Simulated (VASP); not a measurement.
Output of a VASP run:

### OSZICAR
```
       N       E                     dE             d eps       ncg     rms          rms(c)
DAV:   1     0.718035401180E+02    0.71804E+02   -0.53427E+03   488   0.762E+02
DAV:   2    -0.333279609524E+01   -0.75136E+02   -0.70844E+02   660   0.213E+02
DAV:   3    -0.699203025966E+01   -0.36592E+01   -0.36478E+01   604   0.456E+01
DAV:   4    -0.711086246573E+01   -0.11883E+00   -0.11873E+00   788   0.745E+00
DAV:   5    -0.711170816140E+01   -0.84570E-03   -0.84565E-03   616   0.708E-01    0.333E+00
DAV:   6    -0.681109472050E+01    0.30061E+00   -0.56027E-01   568   0.401E+00    0.274E+00
DAV:   7    -0.679448977085E+01    0.16605E-01   -0.13648E-01   604   0.216E+00    0.157E+00
DAV:   8    -0.680760995481E+01   -0.13120E-01   -0.21462E-02   636   0.117E+00    0.178E-01
DAV:   9    -0.680854795170E+01   -0.93800E-03   -0.13663E-03   632   0.243E-01    0.106E-01
DAV:  10    -0.680926130434E+01   -0.71335E-03   -0.68868E-04   560   0.198E-01    0.126E-02
DAV:  11    -0.680927321044E+01   -0.11906E-04   -0.17429E-05   696   0.288E-02    0.582E-03
DAV:  12    -0.680927750565E+01   -0.42952E-05   -0.48742E-06   592   0.158E-02    0.331E-03
DAV:  13    -0.680927766267E+01   -0.15702E-06   -0.55299E-07   472   0.592E-03
   1 F= -.68092777E+01 E0= -.68092777E+01  d E =-.521663E-10
```

### OUTCAR
```
------------------------ aborting loop because EDIFF is reached ----------------------------------------
  FORCE on cell =-STRESS in cart. coord.  units (eV):
  Direction    XX          YY          ZZ          XY          YZ          ZX
  --------------------------------------------------------------------------------------
  Total       -0.0688219     -0.0688219     -0.0688219      0.0000000      0.0000000     -0.0000000
  in kB       -1.7064867     -1.7064867     -1.7064867      0.0000000      0.0000000     -0.0000000
  external PRESSURE =      -1.7064867 kB  Pullay stress =       0.0000000 kB
  volume of cell :       64.62
      direct lattice vectors                 reciprocal lattice vectors
     0.000000000  3.184942000  3.184942000    -0.156988730  0.156988730  0.156988730
     3.184942000  0.000000000  3.184942000     0.156988730 -0.156988730  0.156988730
     3.184942000  3.184942000  0.000000000     0.156988730  0.156988730 -0.156988730
  FREE ENERGIE OF THE ION-ELECTRON SYSTEM (eV)
  ---------------------------------------------------
  free  energy   TOTEN  =        -6.8092776627 eV

  energy  without entropy=       -6.8092776626  energy(sigma->0) =       -6.80927766
```
(Selected blocks of OUTCAR.)

POSCAR:
```
KCl
1
    0.0000000000     3.1849420000     3.1849420000
    3.1849420000     0.0000000000     3.1849420000
    3.1849420000     3.1849420000     0.0000000000
K Cl
1 1
Direct
  0.0000000000   0.0000000000   0.0000000000
  0.5000000000   0.5000000000   0.5000000000
```

Problem. Reconstruct the remaining input files.

Solution. This is not unique; one that fits is the input of the run itself, PBE GGA, plane waves, VASP's PBE PAW potentials (set 64).

INCAR:
```
! general
SYSTEM  =  KCl
PREC    =  Accurate
ENCUT   =  300   ! plane-wave cut-off (eV)
LREAL   =  F   ! projection in real space or not
LASPH   =  T   ! aspherical one-centre terms

! electronic loop
EDIFF   =  1E-6   ! SCF stop (eV)
NELM    =  100   ! most electronic steps
ALGO    =  Normal   ! blocked Davidson

! smearing
ISMEAR  =  -1
SIGMA   =  0.05   ! width (eV)

! functional
GGA     =  PE   ! PBE

! ions
ISIF    =  2

! output
LWAVE   =  F
LCHARG  =  F
```

**KPOINTS**
```
Automatic
0
Gamma
 7 7 7
0 0 0
```

POTCAR, in this order: K_sv Cl (PBE.64 set). Program: vasp_std.

At this cut-off the stress carries a Pulay error, which pulls relaxed volumes low.

The structure is a typed KCl crystal (Fm-3m). The cell was not relaxed at this level.
